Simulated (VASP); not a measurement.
Here is the system:

```
CELL_PARAMETERS angstrom
      4.23657     0.00000     0.00000
      0.00000     4.23657     0.00000
      0.00000     0.00000     4.23657
ATOMIC_POSITIONS crystal
  Ba 0.00000 0.00000 0.00000
  Zr 0.50000 0.50000 0.50000
  O  0.50000 0.00000 0.50000
  O  0.00000 0.50000 0.50000
  O  0.50000 0.50000 0.00000
```

Computed with PBE GGA, VASP's PBE PAW potentials (set 64) (plane waves; VASP 6.6.1). Run with 520 eV cut-off, 6×6×6 Γ-centred mesh, tetrahedra with Blöchl corrections, potentials Ba_sv Zr_sv O.

The cores are frozen, which limits the accuracy of field gradients.

Task: Give the principal components of the electric field gradient (V/Å²) and the asymmetry η at each nucleus.

Result: 
```json
[
 {"atom": "Ba1", "Vxx": "0.0", "Vyy": "0.0", "Vzz": "0.0", "η": "-"},
 {"atom": "Zr2", "Vxx": "0.0", "Vyy": "0.0", "Vzz": "0.0", "η": "-"},
 {"atom": "O3", "Vxx": "5.4", "Vyy": "5.4", "Vzz": "-10.7", "η": "0.00"},
 {"atom": "O4", "Vxx": "5.4", "Vyy": "5.4", "Vzz": "-10.7", "η": "0.00"},
 {"atom": "O5", "Vxx": "5.4", "Vyy": "5.4", "Vzz": "-10.7", "η": "0.00"}
]
```

The compound is BaZrO3 in the cubic perovskite structure. It was relaxed first.
